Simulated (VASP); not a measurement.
Consider the following.

```yaml
crystal:
  lattice:
    - [0.00000, 2.95967, 2.95967]
    - [2.95967, 0.00000, 2.95967]
    - [2.95967, 2.95967, 0.00000]
  atoms:
    - { symbol: Pb, position: [0.00000, 0.00000, 0.00000] }
    - { symbol: F, position: [0.25000, 0.25000, 0.25000] }
    - { symbol: F, position: [0.75000, 0.75000, 0.75000] }
```

These are r2SCAN meta-GGA, VASP's PBE PAW potentials (set 64) (plane waves; VASP 6.6.1) values and carry that method's errors. Settings: PREC = Normal, EDIFF = 1E-5, 450 eV cut-off, 9×9×9 Γ-centred mesh, Gaussian smearing of 0.050 eV, potentials Pb_d F.

At this cut-off the stress carries a Pulay error, which pulls relaxed volumes low.

Problem. Give the stress tensor in GPa (positive for a compressed cell).

Solution. 
```
-1.57   0.00   0.00
 0.00  -1.57   0.00
 0.00   0.00  -1.57
```
The pressure is its mean diagonal, -1.57 GPa.

The compound is PbF2 in the fluorite structure, the β form. It was relaxed first.
